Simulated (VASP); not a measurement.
A VASP calculation is set up with these files.

File KPOINTS:
```
Automatic mesh
0
Gamma
10 10 10
0 0 0
```

**INCAR**
```
ALGO=Normal
EDIFF=1E-6
ENCUT=400
GGA=PE
ISIF=2
ISMEAR=1
LASPH=.TRUE.
LCHARG=.FALSE.
LMAXMIX=6
LREAL=.FALSE.
LWAVE=.FALSE.
NELM=100
PREC=Accurate
SIGMA=0.1
SYSTEM=W
```

### POSCAR
```
W
1
    0.0000000000     2.8984690000     2.8984690000
    2.8984690000     0.0000000000     2.8984690000
    2.8984690000     2.8984690000     0.0000000000
W
2
Direct
  0.7500000000   0.7500000000   0.7500000000
  0.5000000000   0.5000000000   0.5000000000
```

POTCAR, in this order: W_sv (PBE.64 set). Program: vasp_std.

Q: Translate this PBE calculation to Ansatz.

A: One equivalent input (not run):
Ansatz 0.2 input:
```yaml
crystal:
  lattice:
    - [0.0000000, 2.8984690, 2.8984690]
    - [2.8984690, 0.0000000, 2.8984690]
    - [2.8984690, 2.8984690, 0.0000000]
  atoms:
    - { symbol: W, position: [0.7500000, 0.7500000, 0.7500000] }
    - { symbol: W, position: [0.5000000, 0.5000000, 0.5000000] }
kpoints:
  mp_grid: { grid: [10, 10, 10] }
hamiltonian:
  xc: pbe
  pseudopotentials: { kind: paw }
scf:
  occupations: { method: methfessel_paxton, width: 0.1 }
  max_iter: 100
output: { forces: true, stress: true, eigenvalues: true }
```
What does not carry over: each code has its own PAW files, so the cut-off isn't converted (ENCUT is set for VASP's; basis.ecutwfc is left out, and Ansatz then takes the one that its files recommend); Ansatz stops its SCF on the density residual and VASP on the energy change (EDIFF).

The structure was generated: W was put into the diamond type (Fd-3m), which need not be its known phase. The cell was not relaxed at this level.
